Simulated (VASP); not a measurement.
All values below come from PW91 GGA, VASP's PBE PAW potentials (set 64) (plane waves; VASP).

Input for VASP

### POSCAR
```
BN
1
    0.0000000000     1.8124550318     1.8124550318
    1.8124550318    -0.0000000000     1.8124550318
    1.8124550318     1.8124550318    -0.0000000000
B N
1 1
Direct
  0.0000000000   0.0000000000   0.0000000000
  0.2500000000   0.2500000000   0.2500000000
```

INCAR:
```
SYSTEM=BN
PREC=Accurate; ENCUT=520; LREAL=F
LASPH=T; ICHARG=11
EDIFF=1E-7; NELM=100; ALGO=Normal
ISMEAR=0; SIGMA=0.05
GGA=91
LWAVE=F; LCHARG=F; LORBIT=11
```

**KPOINTS**
```
k-points along high-symmetry lines
15
Line-mode
Reciprocal
  0.000000   0.000000   0.000000 ! GAMMA
 -0.500000  -0.500000   0.000000 ! X

 -0.500000  -0.500000   0.000000 ! X
 -0.375000  -0.375000   0.250000 ! U

 -0.375000  -0.000000   0.375000 ! K
  0.000000   0.000000   0.000000 ! GAMMA

  0.000000   0.000000   0.000000 ! GAMMA
 -0.000000  -0.000000   0.500000 ! L

 -0.000000  -0.000000   0.500000 ! L
 -0.500000  -0.250000   0.250000 ! W

 -0.500000  -0.250000   0.250000 ! W
 -0.500000  -0.500000   0.000000 ! X
```

POTCAR, in this order: B N (PBE.64 set). Program: vasp_std. Read from the step before: CHGCAR.

Output

**OSZICAR**
```
       N       E                     dE             d eps       ncg     rms          rms(c)
DAV:   1     0.120462960891E+02    0.12046E+02   -0.52077E+03  1464   0.983E+02
DAV:   2    -0.153456896377E+02   -0.27392E+02   -0.25830E+02  1952   0.167E+02
DAV:   3    -0.155348666592E+02   -0.18918E+00   -0.18918E+00  1768   0.174E+01
DAV:   4    -0.155350215056E+02   -0.15485E-03   -0.15485E-03  1992   0.407E-01
DAV:   5    -0.155350215589E+02   -0.53268E-07   -0.53267E-07  1664   0.625E-03
DAV:   6    -0.155350215590E+02   -0.84754E-10   -0.84682E-10  1840   0.177E-04
   1 F= -.15535022E+02 E0= -.15535022E+02  d E =-.310781E-13
```

File OUTCAR:
```
 val. band max:        7.2380533193   @ k =   0.0000   0.0000   0.0000

 cond. band min:      11.7399258169   @ k =  -0.5000  -0.5000   0.0000



 k-point     1 :       0.0000    0.0000    0.0000
  band No.  band energies     occupation
      1     -12.8547      2.00000
      2       7.2381      2.00000
      3       7.2381      2.00000
      4       7.2381      2.00000
      5      16.0443      0.00000
      6      16.0443      0.00000
      7      16.0443      0.00000
      8      17.4944      0.00000

 k-point     2 :      -0.0357   -0.0357    0.0000
  band No.  band energies     occupation
      1     -12.8136      2.00000
      2       7.1243      2.00000
      3       7.1308      2.00000
      4       7.1308      2.00000
      5      15.9689      0.00000
      6      16.1858      0.00000
      7      16.1858      0.00000
      8      17.6295      0.00000

 k-point     3 :      -0.0714   -0.0714    0.0000
  band No.  band energies     occupation
      1     -12.6903      2.00000
      2       6.7981      2.00000
      3       6.8318      2.00000
      4       6.8318      2.00000
      5      15.7803      0.00000
      6      16.5871      0.00000
      7      16.5871      0.00000
      8      17.9749      0.00000

 k-point     4 :      -0.1071   -0.1071    0.0000
  band No.  band energies     occupation
      1     -12.4859      2.00000
      2       6.2965      2.00000
      3       6.3947      2.00000
      4       6.3947      2.00000
      5      15.5239      0.00000
      6      17.1932      0.00000
      7      17.1932      0.00000
      8      18.4210      0.00000

 k-point     5 :      -0.1429   -0.1429    0.0000
  band No.  band energies     occupation
      1     -12.2021      2.00000
      2       5.6621      2.00000
      3       5.8777      2.00000
      4       5.8777      2.00000
      5      15.2172      0.00000
      6      17.9434      0.00000
      7      17.9434      0.00000
      8      18.8506      0.00000
...
```

The density is held fixed in this step, so its total energy and stress have no physical meaning.

The compound is BN in the zinc blende structure. It was relaxed first.
